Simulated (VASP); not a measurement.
# Al2SiF2 (P6_3/mmc) in VASP: relaxation of cell and atoms with PBE

Aim: the relaxation of cell and atoms of Al2SiF2 with PBE.

Everything below comes from runs of VASP 6.6.1. Logs are shortened: lines on timing, memory, paths and dates and some standing lists are left out, and cuts for length are marked.

## 1. Starting point

It takes space group P6_3/mmc (No. 194, hexagonal). Conventional cell: a = 3.500 Å, b = 3.500 Å, c = 13.200 Å, α = 90.00°, β = 90.00°, γ = 120.00°. Al (site symmetry 3m) has 3 F at 2.19 Å as nearest neighbours. Si (site symmetry -6m2) has 6 Al at 2.57 Å as nearest neighbours. F (site symmetry 3m) is surrounded by 3 Al at 2.19 Å.

The cell was built by a generator and needn't be a form met in nature.

## 2. Relaxation of cell and atoms, PBE

The input, INCAR:

```
PREC = Normal
ENCUT = 520
EDIFF = 1E-4
ISMEAR = 0
SIGMA = 0.15
LREAL = Auto
LASPH = T
NELM = 60
ALGO = Fast
ISIF = 3
LWAVE = F
LCHARG = F
GGA = PE
IBRION = 2
NSW = 24
EDIFFG = -0.08
```

The input, KPOINTS:

```
Automatic mesh
0
Gamma
  5 5 1
```

The input, POSCAR:

```
Al2SiF2
1.0
    3.5000000000      0.0000000000      0.0000000000
   -1.7500000000      3.0310889100      0.0000000000
    0.0000000000      0.0000000000     13.2000000000
Al Si F
4 2 4
Direct
    0.0000000000      0.0000000000      0.3700000000
    0.0000000000      0.0000000000      0.1300000000
    0.0000000000      0.0000000000      0.8700000000
    0.0000000000      0.0000000000      0.6300000000
    0.3333333300      0.6666666700      0.2500000000
    0.6666666700      0.3333333300      0.7500000000
    0.6666666700      0.3333333300      0.4330000000
    0.6666666700      0.3333333300      0.0670000000
    0.3333333300      0.6666666700      0.9330000000
    0.3333333300      0.6666666700      0.5670000000
```

Potentials or basis: VASP PAW PBE potentials, release 64 (Al, Si, F).

Command:

```sh
$ cat potpaw_PBE.64/Al/POTCAR potpaw_PBE.64/Si/POTCAR potpaw_PBE.64/F/POTCAR > POTCAR
$ mpirun -np 1 vasp_std > vasp.out
```

OUTCAR:

```text
PREC = Normal
   ENCUT = 520
   EDIFF = 1E-4
   ISMEAR = 0
   LREAL = Auto
   LASPH = T
   NELM = 60
   ISIF = 3
   GGA = PE
   IBRION = 2
   NSW = 24
   EDIFFG = -0.08

 ion  position               nearest neighbor table
   1  0.000  0.000  0.370-   7 2.19   7 2.19   7 2.19   5 2.57   5 2.57   5 2.57   2 3.17
   2  0.000  0.000  0.130-   8 2.19   8 2.19   8 2.19   5 2.57   5 2.57   5 2.57   1 3.17
   3  0.000  0.000  0.870-   9 2.19   9 2.19   9 2.19   6 2.57   6 2.57   6 2.57   4 3.17
   4  0.000  0.000  0.630-  10 2.19  10 2.19  10 2.19   6 2.57   6 2.57   6 2.57   3 3.17
   5  0.333  0.667  0.250-   1 2.57   2 2.57   1 2.57   2 2.57   1 2.57   2 2.57
   6  0.667  0.333  0.750-   3 2.57   4 2.57   3 2.57   4 2.57   3 2.57   4 2.57
   7  0.667  0.333  0.433-   1 2.19   1 2.19   1 2.19
   8  0.667  0.333  0.067-   2 2.19   2 2.19   2 2.19
   9  0.333  0.667  0.933-   3 2.19   3 2.19   3 2.19
  10  0.333  0.667  0.567-   4 2.19   4 2.19   4 2.19

  LATTYP: Found a hexagonal cell.
 ALAT       =     3.5000000000
 C/A-ratio  =     3.7714285714

  Lattice vectors:

 A1 = (   3.5000000000,   0.0000000000,   0.0000000000)
 A2 = (  -1.7500000000,   3.0310889100,   0.0000000000)
 A3 = (   0.0000000000,   0.0000000000,  13.2000000000)

Analysis of symmetry for initial positions (statically):
=====================================================================
 Subroutine PRICEL returns:
 Original cell was already a primitive cell.

 Routine SETGRP: Setting up the symmetry group for a
 hexagonal supercell.

 Subroutine GETGRP returns: Found 24 space group operations
 (whereof 12 operations were pure point group operations)
 out of a pool of 24 trial point group operations.

The static configuration has the point symmetry D_3d.
 The point group associated with its full space group is D_6h.

Analysis of symmetry for dynamics (positions and initial velocities):
=====================================================================
 Subroutine PRICEL returns:
 Original cell was already a primitive cell.

 Routine SETGRP: Setting up the symmetry group for a
 hexagonal supercell.

 Subroutine GETGRP returns: Found 24 space group operations
 (whereof 12 operations were pure point group operations)
 out of a pool of 24 trial point group operations.

The dynamic configuration has the point symmetry D_3d.
 The point group associated with its full space group is D_6h.

 Subroutine INISYM returns: Found 24 space group operations
 (whereof 12 operations are pure point group operations),
 and found     1 'primitive' translations

----------------------------------------------------------------------------------------

                                     Primitive cell

  volume of cell :     140.0363

  direct lattice vectors                    reciprocal lattice vectors
     3.500000000  0.000000000  0.000000000     0.285714286  0.164957220  0.000000000
    -1.750000000  3.031088910  0.000000000     0.000000000  0.329914440  0.000000000
     0.000000000  0.000000000 13.200000000     0.000000000  0.000000000  0.075757576

  length of vectors
     3.500000000  3.499999997 13.200000000     0.329914440  0.329914440  0.075757576

  position of ions in fractional coordinates (direct lattice)
     0.000000000  0.000000000  0.370000000
     0.000000000  0.000000000  0.130000000
     0.000000000  0.000000000  0.870000000
     0.000000000  0.000000000  0.630000000
     0.333333330  0.666666670  0.250000000
     0.666666670  0.333333330  0.750000000
     0.666666670  0.333333330  0.433000000
     0.666666670  0.333333330  0.067000000
     0.333333330  0.666666670  0.933000000
     0.333333330  0.666666670  0.567000000

  ion indices of the primitive-cell ions
   primitive index   ion index
                 1           1
                 2           2
                 3           3
                 4           4
                 5           5
                 6           6
                 7           7
                 8           8
                 9           9
                10          10

----------------------------------------------------------------------------------------

 KPOINTS: Automatic mesh

Automatic generation of k-mesh.
 Grid dimensions read from file:
 generate k-points for:    5    5    1

 Generating k-lattice:

  Cartesian coordinates                     Fractional coordinates (reciprocal lattice)
     0.057142857  0.032991444  0.000000000     0.200000000  0.000000000  0.000000000
     0.000000000  0.065982888  0.000000000     0.000000000  0.200000000  0.000000000
     0.000000000  0.000000000  0.075757576     0.000000000  0.000000000  1.000000000

  Length of vectors
     0.065982888  0.065982888  0.075757576

  Shift w.r.t. Gamma in fractional coordinates (k-lattice)
     0.000000000  0.000000000  0.000000000

 Subroutine IBZKPT returns following result:
 ===========================================

 Found      5 irreducible k-points:

 Following reciprocal coordinates:
            Coordinates               Weight
  0.000000  0.000000  0.000000      1.000000
  0.200000 -0.000000  0.000000      6.000000
  0.400000 -0.000000  0.000000      6.000000
  0.200000  0.200000  0.000000      6.000000
  0.400000  0.200000  0.000000      6.000000
   k-points           NKPTS =      5   k-points in BZ     NKDIM =      5   number of bands    NBANDS=     30
   number of dos      NEDOS =    301   number of ions     NIONS =     10
   total plane-waves  NPLWV =  32000
   dimension x,y,z NGX =    20 NGY =   20 NGZ =   80
   dimension x,y,z NGXF=    40 NGYF=   40 NGZF=  160
   ions per type =               4   2   4
   NGX,Y,Z   is equivalent  to a cutoff of   9.50,  9.50, 10.08 a.u.
   NGXF,Y,Z  is equivalent  to a cutoff of  19.00, 19.00, 20.15 a.u.
 SYSTEM =  unknown system
   PREC   = normal    normal or accurate (medium, high low for compatibility)
   ISTART =      0    job   : 0-new  1-cont  2-samecut
   ICHARG =      2    charge: 1-file 2-atom 10-const
   ISPIN  =      1    spin polarized calculation?
   LNONCOLLINEAR =      F non collinear calculations
   LSORBIT =      F    spin-orbit coupling
   LASPH  =      T    aspherical Exc in radial PAW
   ENCUT  =  520.0 eV  38.22 Ry    6.18 a.u.   6.51  6.51 24.54*2*pi/ulx,y,z
   NELM   =     60;   NELMIN=  2; NELMDL= -5     # of ELM steps
   EDIFF  = 0.1E-03   stopping-criterion for ELM
   LREAL  =      T    real-space projection
   EDIFFG = -.8E-01   stopping-criterion for IOM
   NSW    =     24    number of steps for IOM
   IBRION =      2    ionic relax: 0-MD 1-quasi-New 2-CG
   NFREE  =      1    steps in history (QN), initial steepest desc. (CG)
   ISIF   =      3    stress and relaxation
   ISYM   =      2    0-nonsym 1-usesym 2-fastsym
   POTIM  = 0.5000    time-step for ionic-motion
   TEBEG  =    0.0;   TEEND  =   0.0 temperature during run
   PSTRESS=    0.0 pullay stress
   NELECT =      48.0000    total number of electrons
   NUPDOWN=      -1.0000    fix difference up-down
   EMIN   =  10.00;   EMAX   =-10.00  energy-range for DOS
   EFERMI =   0.00;   METHOD = LEGACY
   ISMEAR =     0;   SIGMA  =   0.15  broadening in eV -4-tet -1-fermi 0-gaus
   EFERMI_NEDOS =   21; number of points for ismear=-14 and -15
   IALGO  =     68    algorithm
   IMIX   =      4    mixing-type and parameters
     AMIX     =   0.40;   BMIX     =  1.00
     AMIX_MAG =   1.60;   BMIX_MAG =  1.00
  volume/ion in A,a.u.               =      14.00        94.50
  Fermi-wavevector in a.u.,A,eV,Ry     =   1.145711  2.165080 17.859733  1.312653
  Thomas-Fermi vector in A             =   2.282398
   LORBIT       =      0    0 simple, 1 ext, 2 COOP (PROOUT), +10 PAW based schemes
   GGA     = PE    functional components
   LHFCALC =     F    Hartree Fock is set to
   AEXX    =    0.0000 exact exchange contribution
   IVDW    =     0    specifies the selected vdW correction
   LEPSILON=     F    determine dielectric tensor
   LRPA    =     F    only Hartree local field effects (RPA)
 conjugate gradient relaxation of ions
 non-spin polarized calculation
 RMM-DIIS sequential band-by-band and
 Gauss-broadening in eV      SIGMA  =   0.15
  energy-cutoff  :      520.00
  volume of cell :      140.04
 maximum number of plane-waves:      3807
   NGX = 13   NGY = 13   NGZ = 49

--------------------------------------- Ionic step        1  -------------------------------------------

 number of electron      47.9999993 magnetization

 Free energy of the ion-electron system (eV)
  ---------------------------------------------------
  ext. energy  EPLUGINS =         0.00000000
  ---------------------------------------------------
  free energy    TOTEN  =       -43.71781475 eV

  energy without entropy =      -43.66644093  energy(sigma->0) =      -43.69212784

------------------------ aborting loop because EDIFF is reached ----------------------------------------

  FORCE on cell =-STRESS in cart. coord.  units (eV):
  Direction    XX          YY          ZZ          XY          YZ          ZX
  --------------------------------------------------------------------------------------
  -------------------------------------------------------------------------------------
  Total       -2.3166468     -2.3166468      9.0134166      0.0000000     -0.0000000      0.0000000
  in kB      -26.5051191    -26.5051190    103.1239114      0.0000000     -0.0000000      0.0000000
  external PRESSURE =      16.7045578 kB  Pullay stress =       0.0000000 kB
[... 113 lines left out ...]
  FREE ENERGIE OF THE ION-ELECTRON SYSTEM (eV)
  ---------------------------------------------------
  free  energy   TOTEN  =       -44.5587192801 eV

  energy  without entropy=      -44.5255676053  energy(sigma->0) =      -44.54214344

 E-fermi :   6.4896     XC(G=0):  -9.9823

 val. band max:        6.3020101657   @ k =   0.4000  -0.0000   0.0000
 cond. band min:       6.5221332016   @ k =   0.4000  -0.0000   0.0000
 fundamental gap:      0.2201230360
 Fermi energy:         6.4895929470

 k-point     1 :       0.0000    0.0000    0.0000
  band No.  band energies     occupation
      1     -19.1614      2.00000
      2     -19.1607      2.00000
      3     -18.7308      2.00000
      4     -18.7291      2.00000
      5      -4.8079      2.00000
      6      -4.7893      2.00000
[... 154 lines left out ...]
     29       9.2485      0.00000
     30      10.7899      0.00000

[... ionic steps 4 to 14 ...]

--------------------------------------- Ionic step       15  -------------------------------------------

 number of electron      47.9999914 magnetization

------------------------ aborting loop because EDIFF is reached ----------------------------------------
[... 83 lines left out ...]
--------------------------------------- Ionic step       17  -------------------------------------------

 number of electron      47.9999970 magnetization

 Free energy of the ion-electron system (eV)
  ---------------------------------------------------
  ext. energy  EPLUGINS =         0.00000000
  ---------------------------------------------------
  free energy    TOTEN  =       -45.47265148 eV

  energy without entropy =      -45.45310574  energy(sigma->0) =      -45.46287861

 E-fermi :   7.8393     XC(G=0): -10.2381

 val. band max:        7.7668704221   @ k =   0.0000   0.0000   0.0000
 cond. band min:       7.9384256662   @ k =   0.2000  -0.0000   0.0000
 fundamental gap:      0.1715552441
 Fermi energy:         7.8393276192

 k-point     1 :       0.0000    0.0000    0.0000
  band No.  band energies     occupation
      1     -19.0878      2.00000
      2     -19.0862      2.00000
      3     -18.8187      2.00000
      4     -18.8177      2.00000
      5      -4.8933      2.00000
      6      -4.8572      2.00000
[... 191 lines left out ...]
  FREE ENERGIE OF THE ION-ELECTRON SYSTEM (eV)
  ---------------------------------------------------
  free  energy   TOTEN  =       -45.4726514770 eV

  energy  without entropy=      -45.4531057414  energy(sigma->0) =      -45.46287861

 reached required accuracy - stopping structural energy minimisation
```

Run time: 92 s. Hardware: 1 thread of Intel Xeon Platinum 8375C at 2.90GHz (Ice Lake), shared host; peak memory 0.18 GiB.

Results:

| Quantity | Value |
| --- | --- |
| Free energy | -45.4727 eV |
| Relaxed volume | 13.13 Å³/atom |
| Relaxed cell | a = 3.053 Å, b = 3.053 Å, c = 16.269 Å, α = 90.00°, β = 90.00°, γ = 120.00° |
| Space group after relaxing (to 0.05 Å) | P6_3/mmc (No. 194) |
| Energy gained by relaxing | 175.5 meV/atom |
| Ionic steps | 17 |
| Pressure after relaxing | -0.5 GPa |
| Largest force after relaxing | 0.044 eV/Å |
| Band gap on the k mesh | none (metal or under the smearing width) |

Forces in eV/Å, atoms in the order of the input:
```
Al   0.000  0.000 -0.029
Al   0.000  0.000  0.029
Al   0.000  0.000 -0.029
Al   0.000  0.000  0.029
Si   0.000  0.000  0.000
Si   0.000  0.000  0.000
F    0.000  0.000 -0.044
F    0.000  0.000  0.044
F    0.000  0.000 -0.044
F    0.000  0.000  0.044
```

Stress tensor (GPa, compression positive):
```
-0.58  0.00  0.00
 0.00 -0.58  0.00
 0.00  0.00 -0.22
```

Step by step:
| step | energy change (eV) | largest force (eV/Å) | pressure (GPa) | volume (Å³) |
| --- | --- | --- | --- | --- |
| 1 | 0.0000 | 0.5448 | 1.67 | 140.04 |
| 2 | -0.4840 | 0.2763 | -0.32 | 142.88 |
| 3 | -0.8409 | 1.0776 | -8.31 | 150.02 |
| 4 | -0.9669 | 0.5208 | -5.05 | 147.24 |
| 5 | -1.2836 | 0.5292 | -3.51 | 141.37 |
| 6 | -1.4497 | 0.5323 | -1.99 | 136.03 |
| 7 | -1.6435 | 0.5241 | 2.82 | 125.13 |
| 8 | -1.6480 | 0.5242 | 1.08 | 128.49 |
| 9 | -1.6568 | 0.5133 | 1.77 | 126.85 |
| 10 | -1.7213 | 0.2069 | 0.45 | 127.53 |
| 11 | -1.7222 | 0.2230 | 0.60 | 127.46 |
| 12 | -1.7388 | 0.1412 | 0.42 | 128.43 |
| 13 | -1.7489 | 0.1062 | 0.37 | 129.48 |
| 14 | -1.7409 | 0.1495 | -0.08 | 131.59 |
| 15 | -1.7504 | 0.1178 | 0.35 | 130.04 |
| 16 | -1.7504 | 0.1243 | 0.21 | 130.31 |
| 17 | -1.7548 | 0.0441 | -0.46 | 131.29 |

Final structure:
```
Al Si F
1.0
     3.05257    0.00000    0.00000
    -1.52628    2.64360    0.00000
     0.00000    0.00000   16.26884
Al Si F
4 2 4
Cartesian
  0.0000 0.0000 5.9076
  0.0000 0.0000 2.2269
  0.0000 0.0000 14.0420
  0.0000 0.0000 10.3613
  0.0000 1.7624 4.0672
  1.5263 0.8812 12.2016
  1.5263 0.8812 7.0547
  1.5263 0.8812 1.0797
  0.0000 1.7624 15.1892
  0.0000 1.7624 9.2141
```

Levels at points of the mesh, in eV from the Fermi level:
| k point | band 21 | band 22 | band 23 | band 24 | band 25 | band 26 | band 27 | band 28 |
| --- | --- | --- | --- | --- | --- | --- | --- | --- |
| (0.00, 0.00, 0.00) | -2.59 | -1.60 | -0.07 | 1.09 | 3.69 | 4.63 | 4.63 | 4.63 |

Caveat: the k mesh is coarse (spacing up to 0.48 Å⁻¹), so the values aren't converged; the relaxation stopped at a loose force limit of 0.08 eV/Å, so its end isn't a converged minimum.
